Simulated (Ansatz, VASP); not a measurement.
ScSi2 in VASP and in Ansatz

Contents of INCAR:

```
PREC     = Accurate       # precision mode
ENCUT    = 520            # plane-wave cutoff, eV
EDIFF    = 1E-7           # SCF threshold, eV
ISMEAR   = -1             # smearing method
SIGMA    = 0.05           # smearing width, eV
LREAL    = False          # projectors in reciprocal space
LASPH    = True           # aspherical terms in the spheres
NELM     = 100            # most SCF steps
ALGO     = Normal         # electronic algorithm
ISIF     = 2              # what is computed and relaxed
LWAVE    = False          # write WAVECAR
LCHARG   = False          # write CHGCAR
GGA      = PE             # functional
NBANDS   = 16             # bands
```

File KPOINTS:

```
regular mesh
0
Gamma
  8 8 7
```

Contents of POSCAR:

```
ScSi2
1.0
    3.6354355015      0.0000000000      0.0000000000
   -1.8177177507      3.1483794981      0.0000000000
    0.0000000000      0.0000000000      3.8440260630
Sc Si
1 2
Direct
    0.0000000000      0.0000000000      0.0000000000
    0.6666666667      0.3333333333      0.5000000000
    0.3333333333      0.6666666667      0.5000000000
```

The input input.yaml:

```yaml
crystal:
  lattice:
    - [3.6354355015, 0.0, 0.0]
    - [-1.8177177507, 3.1483794981, 0.0]
    - [0.0, 0.0, 3.844026063]
  atoms:
    - { symbol: Sc, position: [0.0, 0.0, 0.0] }
    - { symbol: Si, position: [0.6666666667, 0.3333333333, 0.5] }
    - { symbol: Si, position: [0.3333333333, 0.6666666667, 0.5] }
hamiltonian:
  xc: pbe
  pseudopotentials: { kind: paw }
kpoints:
  mp_grid: { grid: [8, 8, 7] }
scf:
  occupations: { method: fermi_dirac, width: 0.05 }
output:
  forces: true
  stress: true
  eigenvalues: true
```

Change from the starting cell: volume scaled by 0.98.

Alike in both runs: task single point; functional PBE; k mesh 8 × 8 × 7; occupations fermi-dirac, width 0.05 eV; no spin polarisation.

|  | VASP | Ansatz |
| --- | --- | --- |
| version | VASP 6.6.1 | Ansatz 0.2.0 |
| potentials or method | VASP PAW PBE potentials, release 64 (Sc_sv, Si) | Ansatz PAW |
| plane-wave cutoff (eV) | 520 | 420 |
| valence electrons in the cell | 19 | 19 |

```csv
,VASP,Ansatz,Ansatz less VASP
gap on the k mesh at the Fermi level (eV),none,none,-
pressure (GPa),29.3,29.3,-0.04
largest component of the traceless stress (GPa),26.18,26.37,+0.191
```

A gap of «none» marks a metal or a gap that the smearing closes.
